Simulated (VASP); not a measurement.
Crystal: Ge2Sb2Te5.

```
Ge Sb Te
1.0
     4.29406    0.00000    0.00000
    -2.14703    3.71877    0.00000
     0.00000    0.00000   17.10135
Ge Sb Te
2 2 5
Cartesian
  0.0000 2.4792 15.3417
  2.1470 1.2396 1.7596
  0.0000 0.0000 11.6278
  0.0000 0.0000 5.4736
  0.0000 0.0000 0.0000
  2.1470 1.2396 13.6547
  0.0000 2.4792 3.4466
  0.0000 2.4792 9.9206
  2.1470 1.2396 7.1807
```

The cell comes from a database or a generator and needn't be the stable form of this composition.

```yaml
Program: VASP 6.6.1
Task: relaxation of cell and atoms
Functional: PBEsol
Potentials_or_basis: VASP PAW PBE potentials, release 64 (Ge_d, Sb, Te)
Cutoff: 600 eV
k_mesh: 9 × 9 × 2
Occupations: gaussian, width 0.03 eV
Spin: no spin polarisation
```

At the start: pressure -2.2 GPa; volume 30.34 Å³/atom.

How do energy, volume and symmetry change on relaxing?

Over 28 steps the energy falls by 11.0 meV/atom and the volume is 28.98 Å³/atom (-4.5 %); space group P-3m1 (No. 164, to 0.05 Å).

The path:
```csv
step,energy change (eV),largest force (eV/Å),pressure (GPa),volume (Å³)
1,0.0000,0.0910,-2.18,273.09
2,-0.0687,0.3298,1.01,257.10
3,-0.0826,0.2263,0.02,261.55
4,-0.0901,0.1068,0.15,260.96
5,-0.0926,0.0929,0.11,260.57
6,-0.0918,0.1354,0.23,259.80
7,-0.0931,0.1040,-0.07,260.32
8,-0.0931,0.1074,0.06,260.19
9,-0.0932,0.1060,0.02,260.25
10,-0.0951,0.0790,0.01,260.27
11,-0.0974,0.0335,-0.04,260.33
12,-0.0976,0.0279,0.12,259.79
13,-0.0976,0.0210,0.04,259.94
14,-0.0978,0.0188,0.01,260.10
15,-0.0983,0.0201,-0.07,260.55
16,-0.0984,0.0167,-0.01,260.50
17,-0.0985,0.0182,0.04,260.36
18,-0.0985,0.0219,0.15,260.10
19,-0.0985,0.0193,0.05,260.27
20,-0.0985,0.0203,0.09,260.21
21,-0.0986,0.0208,0.10,260.24
22,-0.0987,0.0182,0.07,260.34
23,-0.0987,0.0152,0.07,260.55
24,-0.0987,0.0163,0.10,260.46
25,-0.0988,0.0135,0.00,260.73
26,-0.0988,0.0124,0.00,260.77
27,-0.0988,0.0124,-0.01,260.85
28,-0.0989,0.0091,0.00,260.84
```

Final structure:
```xyz
9
Lattice="4.2242 0.0000 0.0000 -2.1121 3.6583 0.0000 0.0000 0.0000 16.8797" Properties=species:S:1:pos:R:3 pbc="T T T"
Ge    0.0000    2.4388   15.1877
Ge    2.1121    1.2194    1.6919
Sb    0.0000    0.0000   11.5295
Sb    0.0000    0.0000    5.3502
Te    0.0000    0.0000    0.0000
Te    2.1121    1.2194   13.5275
Te    0.0000    2.4388    3.3522
Te    0.0000    2.4388    9.8033
Te    2.1121    1.2194    7.0764
```

Caveat: the PAW data sets were made with another functional, which shifts forces and pressure a little.
